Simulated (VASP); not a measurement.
# AsS2 (P-3m1) in VASP: phonons with r2SCAN

Aim: the phonons of AsS2 with r2SCAN.

Everything below comes from runs of VASP 6.6.1. Logs are shortened: lines on timing, memory, paths and dates and some standing lists are left out, and cuts for length are marked.

### Step 1. The structure

The structure is trigonal, space group P-3m1 (No. 164). The conventional cell has a = 3.649 Å, b = 3.649 Å, c = 5.914 Å, α = 90.00°, β = 90.00°, γ = 120.00°. As (site symmetry -3m) has 6 S at 2.57 Å as nearest neighbours. S (site symmetry 3m) is surrounded by 3 As at 2.57 Å.

The cell was built by a generator and needn't be a form met in nature.

### Step 2. Phonons, r2SCAN

Input file POSCAR:

```
AsS2
1.0
    3.6494184500      0.0000000000      0.0000000000
   -1.8247092300      3.1604890900      0.0000000000
    0.0000000000      0.0000000000      5.9135843700
As S
1 2
Direct
    0.0000000000      0.0000000000      0.0000000000
    0.3333333300      0.6666666700      0.2500000000
    0.6666666700      0.3333333300      0.7500000000
```

Input file INCAR.step1:

```
SYSTEM = AsS2
PREC = Accurate
ENCUT = 600
EDIFF = 1E-8
ISMEAR = 0
SIGMA = 0.05
LREAL = .FALSE.
LASPH = .TRUE.
NELM = 60
ALGO = Normal
ISIF = 3
LWAVE = .FALSE.
LCHARG = .FALSE.
METAGGA = R2SCAN
LMIXTAU = .TRUE.
IBRION = 2
NSW = 40
EDIFFG = -0.002
```

Input file INCAR.step2:

```
SYSTEM = AsS2
PREC = Accurate
ENCUT = 600
EDIFF = 1E-8
ISMEAR = 0
SIGMA = 0.05
LREAL = .FALSE.
LASPH = .TRUE.
NELM = 60
ALGO = Normal
ISIF = 2
LWAVE = .FALSE.
LCHARG = .FALSE.
METAGGA = R2SCAN
LMIXTAU = .TRUE.
IBRION = 6
NFREE = 2
POTIM = 0.015
NSW = 1
```

Input file KPOINTS:

```
Automatic mesh
0
G
  6 6 4
  0 0 0
```

Potentials or basis: VASP PAW PBE potentials, release 64 (As, S).

Started as:

```
$ cat potpaw_PBE.64/As/POTCAR potpaw_PBE.64/S/POTCAR > POTCAR
$ cp INCAR.step1 INCAR
$ mpirun -np 1 vasp_std > vasp.out
$ cp CONTCAR POSCAR
$ cp INCAR.step2 INCAR
$ mpirun -np 1 vasp_std > vasp.out
```

OUTCAR:

```text
SYSTEM = AsS2
   PREC = Accurate
   ENCUT = 600
   EDIFF = 1E-8
   ISMEAR = 0
   LREAL = .FALSE.
   LASPH = .TRUE.
   NELM = 60
   ISIF = 2
   METAGGA = R2SCAN
   IBRION = 6
   NFREE = 2
   POTIM = 0.015
   NSW = 1

 ion  position               nearest neighbor table
   1  0.000  0.000  0.000-   2 2.46   3 2.46   3 2.46   2 2.46   3 2.46   2 2.46
   2  0.333  0.667  0.236-   1 2.46   1 2.46   1 2.46
   3  0.667  0.333  0.764-   1 2.46   1 2.46   1 2.46

  LATTYP: Found a hexagonal cell.
 ALAT       =     3.4489365109
 C/A-ratio  =     1.7824063770

  Lattice vectors:

 A1 = (   3.4489365109,   0.0000000003,   0.0000000000)
 A2 = (  -1.7244682599,   2.9868666371,  -0.0000000000)
 A3 = (  -0.0000000000,   0.0000000000,   6.1474064307)

Analysis of symmetry for initial positions (statically):
=====================================================================
 Subroutine PRICEL returns:
 Original cell was already a primitive cell.

 Routine SETGRP: Setting up the symmetry group for a
 hexagonal supercell.

 Subroutine GETGRP returns: Found 12 space group operations
 (whereof 12 operations were pure point group operations)
 out of a pool of 24 trial point group operations.

The static configuration has the point symmetry D_3d.

Analysis of symmetry for dynamics (positions and initial velocities):
=====================================================================
 Subroutine PRICEL returns:
 Original cell was already a primitive cell.

 Routine SETGRP: Setting up the symmetry group for a
 hexagonal supercell.

 Subroutine GETGRP returns: Found 12 space group operations
 (whereof 12 operations were pure point group operations)
 out of a pool of 24 trial point group operations.

The dynamic configuration has the point symmetry D_3d.

 Subroutine INISYM returns: Found 12 space group operations
 (whereof 12 operations are pure point group operations),
 and found     1 'primitive' translations

----------------------------------------------------------------------------------------

[... 139 lines left out ...]
  ext. energy  EPLUGINS =         0.00000000
  ---------------------------------------------------
  free energy    TOTEN  =       -30.57798638 eV

  energy without entropy =      -30.57387144  energy(sigma->0) =      -30.57592891

------------------------ aborting loop because EDIFF is reached ----------------------------------------

  FORCE on cell =-STRESS in cart. coord.  units (eV):
  Direction    XX          YY          ZZ          XY          YZ          ZX
  --------------------------------------------------------------------------------------
  -------------------------------------------------------------------------------------
  Total       -0.0031347     -0.0031347      0.0062581      0.0000000      0.0000000     -0.0000000
  in kB       -0.0793068     -0.0793068      0.1583290      0.0000000      0.0000000     -0.0000000
  external PRESSURE =      -0.0000949 kB  Pullay stress =       0.0000000 kB
[... 283 lines left out ...]
--------------------------------------- Ionic step        9  -------------------------------------------

 number of electron      17.0000000 magnetization

 Free energy of the ion-electron system (eV)
  ---------------------------------------------------
  ext. energy  EPLUGINS =         0.00000000
  ---------------------------------------------------
  free energy    TOTEN  =       -30.57677981 eV

  energy without entropy =      -30.57272718  energy(sigma->0) =      -30.57475350

 E-fermi :   4.1768     XC(G=0):  -9.9352

 val. band max:        4.1633742258   @ k =   0.3333   0.1667   0.5000
 cond. band min:       4.2172749947   @ k =   0.3333   0.1667   0.2500
 fundamental gap:      0.0539007689
 Fermi energy:         4.1768349147

 k-point     1 :       0.0000    0.0000    0.0000
  band No.  band energies     occupation
      1     -12.7689      2.00000
      2      -9.6650      2.00000
      3      -4.3641      2.00000
      4       2.0622      2.00000
      5       2.0622      2.00000
      6       2.3847      2.00000
      7       2.9232      2.00000
      8       2.9232      2.00000
      9       3.7899      2.00000
     10       6.6741      0.00000
     11       7.0202      0.00000
     12       7.0202      0.00000
[... 373 lines left out ...]
  FREE ENERGIE OF THE ION-ELECTRON SYSTEM (eV)
  ---------------------------------------------------
  free  energy   TOTEN  =       -30.5767798091 eV

  energy  without entropy=      -30.5727271837  energy(sigma->0) =      -30.57475350

 INTERNAL STRAIN TENSORS FROM DISPLACED ATOMS
 ============================================

 INTERNAL STRAIN TENSOR FOR ION    1 for displacements in x,y,z  (eV/Angst):
          X           Y           Z          XY          YZ          ZX
  --------------------------------------------------------------------------------
  x     0.00000     0.00000     0.00000     0.00000     0.00000     0.00000
  y     0.00000     0.00000     0.00000     0.00000     0.00000     0.00000
  z     0.00000     0.00000     0.00000     0.00000     0.00000     0.00000

 INTERNAL STRAIN TENSOR FOR ION    3 for displacements in x,y,z  (eV/Angst):
          X           Y           Z          XY          YZ          ZX
  --------------------------------------------------------------------------------
  x     0.00000    -0.00000    -0.00000    -0.93415    -0.00000    10.14121
  y    -0.93415     0.93415    -0.00000    -0.00000    10.14121    -0.00000
  z     4.70716     4.70716    15.94044    -0.00000    -0.00000    -0.00000

 Eigenvectors and eigenvalues of the dynamical matrix
 ----------------------------------------------------

   1 f  =   11.703279 THz    73.533868 2PiTHz  390.379351 cm-1    48.400849 meV
             X         Y         Z           dx          dy          dz
      0.000000  0.000000  0.000000     0.000000    0.000000   -0.679024
     -0.000000  1.991244  1.449867    -0.000000    0.000000    0.519098
      1.724468  0.995622  4.697539     0.000000   -0.000000    0.519098
[... 43 lines left out ...]
   9 f/i=    0.003127 THz     0.019650 2PiTHz    0.104318 cm-1     0.012934 meV
             X         Y         Z           dx          dy          dz
      0.000000  0.000000  0.000000     0.373318   -0.632523    0.000000
     -0.000000  1.991244  1.449867     0.243908   -0.413259    0.000000
      1.724468  0.995622  4.697539     0.243908   -0.413259    0.000000

 ELASTIC MODULI CONTR FROM IONIC RELAXATION (kBar)
 Direction    XX          YY          ZZ          XY          YZ          ZX
 --------------------------------------------------------------------------------
 XX        -104.0136    -91.5472   -331.1262      0.0000     67.6683     -0.0000
 YY         -91.5472   -104.0136   -331.1262      0.0000    -67.6683      0.0000
 ZZ        -331.1262   -331.1262  -1121.3352      0.0000      0.0000     -0.0000
 XY           0.0000      0.0000      0.0000     -6.2332      0.0000     67.6683
 YZ          67.6683    -67.6683      0.0000      0.0000   -734.6139      0.0000
 ZX          -0.0000      0.0000     -0.0000     67.6683      0.0000   -734.6137
 --------------------------------------------------------------------------------
```

Run time: 21 min. Hardware: 1 thread of Intel Xeon 6975P-C (Granite Rapids), shared host; peak memory 0.3 GiB.

What came out:

```yaml
Relaxed_volume: 21.11 Å³/atom
Relaxed_cell: a = 3.449 Å, b = 3.449 Å, c = 6.147 Å, α = 90.00°, β = 90.00°, γ = 120.00°
Space_group_after_relaxing_to_0.05_Å: P-3m1 (No. 164)
Highest_phonon_frequency_at_Γ_LO-TO_splitting_left_out: 390 cm⁻¹
```

The path:
```csv
step,energy change (eV),largest force (eV/Å),pressure (GPa),volume (Å³)
1,0.0000,0.7489,-7.56,68.21
2,-0.1912,0.6222,4.85,58.14
3,-0.2315,0.1717,0.36,60.80
4,-0.2501,0.0453,0.33,60.68
5,-0.2512,0.1155,0.33,60.64
6,-0.2531,0.1256,0.09,61.00
7,-0.2561,0.1570,-0.59,62.08
8,-0.2573,0.1285,-0.45,62.11
9,-0.2595,0.0413,-0.01,62.17
10,-0.2588,0.1446,0.90,62.30
11,-0.2601,0.0301,0.34,62.22
12,-0.2606,0.0300,0.30,62.42
13,-0.2615,0.0310,0.19,63.02
14,-0.2616,0.0314,0.15,63.28
15,-0.2616,0.0065,-0.06,63.35
16,-0.2616,0.0029,-0.01,63.33
17,-0.2616,0.0022,-0.01,63.34
18,-0.2616,0.0007,0.00,63.33
```

Final structure:
```yaml
crystal:
  lattice:
    - [3.44894, 0.00000, 0.00000]
    - [-1.72447, 2.98687, 0.00000]
    - [0.00000, 0.00000, 6.14741]
  atoms:
    - { symbol: As, position: [0.00000, 0.00000, 0.00000] }
    - { symbol: S, position: [0.33333, 0.66667, 0.23585] }
    - { symbol: S, position: [0.66667, 0.33333, 0.76415] }
```

Phonon frequencies in cm⁻¹ (negative: imaginary):
```tsv
q point	frequencies
(0.000, 0.000, 0.000)	0 0 0 159 159 245 245 312 390
```

Caveat: the PAW data sets were made with another functional, which shifts forces and pressure a little.
